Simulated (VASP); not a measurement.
Consider the following.

```yaml
crystal:
  lattice:
    - [-2.14440, 2.14440, 4.64848]
    - [2.14440, -2.14440, 4.64848]
    - [2.14440, 2.14440, -4.64848]
  atoms:
    - { symbol: Hf, position: [0.75000, 0.25000, 0.50000] }
    - { symbol: Hf, position: [0.25000, 0.75000, 0.50000] }
    - { symbol: Hf, position: [0.50000, 0.50000, 0.00000] }
    - { symbol: Bi, position: [0.00000, 0.00000, 0.00000] }
```

Method: LDA (Ceperley-Alder, Perdew-Zunger), VASP's LDA PAW potentials (set 64) (plane waves; VASP). Numerical set-up: 400 eV cut-off, Gaussian smearing of 0.050 eV, potentials Hf_pv Bi_d.

Unless said otherwise, spin-orbit coupling is left out, though it shifts the bands of the heavy elements here.

**Question.** Estimate the band gap (along the path) with the smallest direct gap where there is one.

**Answer.** 
```yaml
band gap (along the path): none (metal, semimetal or under 0.01 eV)
```

The absolute energy has meaning only against runs of the same code, potentials and settings.

The structure comes from a computed database's Hf3Bi entry (I4/mmm); how it stands against other phases isn't given here. It was relaxed first, which changed the volume by -7 %. The electron count is odd and the run is not spin-polarised, which forces a metal.
